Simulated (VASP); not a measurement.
Output of a VASP run:

### OSZICAR
```
       N       E                     dE             d eps       ncg     rms          rms(c)
DAV:   1     0.122230812556E+03    0.12223E+03   -0.87755E+03  1344   0.139E+03
DAV:   2    -0.212172141899E+02   -0.14345E+03   -0.13643E+03  1532   0.349E+02
DAV:   3    -0.278455422995E+02   -0.66283E+01   -0.65720E+01  1724   0.778E+01
DAV:   4    -0.280967636783E+02   -0.25122E+00   -0.25090E+00  2004   0.133E+01
DAV:   5    -0.280993689512E+02   -0.26053E-02   -0.26050E-02  1692   0.134E+00    0.775E+00
DAV:   6    -0.225899028453E+02    0.55095E+01   -0.56526E+00  1612   0.310E+01    0.271E+00
DAV:   7    -0.226315617062E+02   -0.41659E-01   -0.17932E+00  1840   0.143E+01    0.252E+00
DAV:   8    -0.227103220002E+02   -0.78760E-01   -0.19633E+00  1616   0.169E+01    0.195E+00
DAV:   9    -0.223089439952E+02    0.40138E+00   -0.88666E-01  1676   0.130E+01    0.313E-01
DAV:  10    -0.223561939463E+02   -0.47250E-01   -0.73281E-02  1768   0.276E+00    0.169E-01
DAV:  11    -0.223555122152E+02    0.68173E-03   -0.14157E-03  1636   0.460E-01    0.151E-01
DAV:  12    -0.223480112363E+02    0.75010E-02   -0.96119E-03  1348   0.148E+00    0.435E-02
DAV:  13    -0.223545415196E+02   -0.65303E-02   -0.90764E-03  1352   0.149E+00    0.310E-02
DAV:  14    -0.223544561084E+02    0.85411E-04   -0.25407E-04  1776   0.201E-01    0.370E-02
DAV:  15    -0.223543702414E+02    0.85867E-04   -0.19899E-05  1620   0.445E-02    0.229E-02
DAV:  16    -0.223542348082E+02    0.13543E-03   -0.27334E-05  1404   0.671E-02    0.375E-03
DAV:  17    -0.223542368052E+02   -0.19970E-05   -0.13415E-05  1360   0.558E-02    0.261E-03
DAV:  18    -0.223542283392E+02    0.84661E-05   -0.93769E-07  1420   0.146E-02    0.182E-03
DAV:  19    -0.223542228305E+02    0.55087E-05   -0.37896E-07  1552   0.923E-03    0.809E-04
DAV:  20    -0.223542225593E+02    0.27116E-06   -0.21821E-08   976   0.193E-03    0.662E-04
DAV:  21    -0.223542200114E+02    0.25479E-05   -0.51436E-09   716   0.998E-04    0.374E-04
DAV:  22    -0.223542186722E+02    0.13392E-05   -0.70411E-09   700   0.107E-03    0.117E-04
DAV:  23    -0.223542177469E+02    0.92526E-06   -0.30110E-09   700   0.692E-04    0.487E-05
DAV:  24    -0.223542180710E+02   -0.32404E-06   -0.93850E-10   688   0.327E-04    0.295E-05
DAV:  25    -0.223542180196E+02    0.51352E-07   -0.13451E-09   696   0.496E-04
   1 F= -.22354218E+02 E0= -.22354218E+02  d E =0.000000E+00
       N       E                     dE             ncg
       N       E                     dE             ncg
```

File OUTCAR:
```
------------------------ aborting loop because EDIFF is reached ----------------------------------------
  FORCE on cell =-STRESS in cart. coord.  units (eV):
  Direction    XX          YY          ZZ          XY          YZ          ZX
  --------------------------------------------------------------------------------------
  Total       -0.0103903     -0.0103903     -0.0103903     -0.0000000     -0.0000000      0.0000000
  in kB       -0.6008767     -0.6008767     -0.6008767     -0.0000000     -0.0000000      0.0000000
  external PRESSURE =      -0.6008767 kB  Pullay stress =       0.0000000 kB
  volume of cell :       27.70
      direct lattice vectors                 reciprocal lattice vectors
     0.000000000  2.401641564  2.401641564    -0.208190934  0.208190934  0.208190934
     2.401641564  0.000000000  2.401641564     0.208190934 -0.208190934  0.208190934
     2.401641564  2.401641564  0.000000000     0.208190934  0.208190934 -0.208190934
  FREE ENERGIE OF THE ION-ELECTRON SYSTEM (eV)
  ---------------------------------------------------
  free  energy   TOTEN  =       -22.3542180196 eV

  energy  without entropy=      -22.3542180196  energy(sigma->0) =      -22.35421802

 total charge

# of ion       s       p       d       tot
------------------------------------------
    1        2.036   5.883   0.281   8.200
    2        1.558   3.484   0.000   5.041
--------------------------------------------------
tot          3.594   9.367   0.281  13.241
```
(Selected blocks of OUTCAR.)

File POSCAR:
```
CaO
1
    0.0000000000     2.4016415642     2.4016415642
    2.4016415642     0.0000000000     2.4016415642
    2.4016415642     2.4016415642    -0.0000000000
Ca O
1 1
Direct
  0.0000000000   0.0000000000   0.0000000000
  0.5000000000   0.5000000000   0.5000000000
```

### Question
Write an INCAR and KPOINTS that could have produced this output.

### Answer
Several could match; the one computed here: the input of the run itself, SCAN meta-GGA, plane waves, VASP's PBE PAW potentials (set 64).

INCAR:
```
! general
SYSTEM  = CaO
PREC    = Accurate
ENCUT   = 520   ! plane-wave cut-off (eV)
LREAL   = .False.
LASPH   = .True.

! electronic loop
EDIFF   = 1E-7
NELM    = 100
ALGO    = Normal   ! blocked Davidson
LMIXTAU = .True.

! smearing
ISMEAR  = -5

! functional
METAGGA = SCAN

! ions
ISIF    = 2

! output
LWAVE   = .False.
LCHARG  = .False.
LORBIT  = 11   ! lm-projected
NEDOS   = 601
```

KPOINTS:
```
K-points
0
Gamma
 11 11 11
0 0 0
```

KPOINTS_OPT:
```
k-points along high-symmetry lines
10
Line-mode
Reciprocal
  0.000000   0.000000   0.000000 ! GAMMA
  0.500000   0.000000   0.500000 ! X

  0.500000   0.000000   0.500000 ! X
  0.625000   0.250000   0.625000 ! U

  0.375000   0.375000   0.750000 ! K
  0.000000   0.000000   0.000000 ! GAMMA

  0.000000   0.000000   0.000000 ! GAMMA
  0.500000   0.500000   0.500000 ! L

  0.500000   0.500000   0.500000 ! L
  0.500000   0.250000   0.750000 ! W

  0.500000   0.250000   0.750000 ! W
  0.500000   0.000000   0.500000 ! X
```

POTCAR, in this order: Ca_sv O (PBE.64 set). Program: vasp_std.

The compound is CaO in the rock salt structure. It was relaxed first.
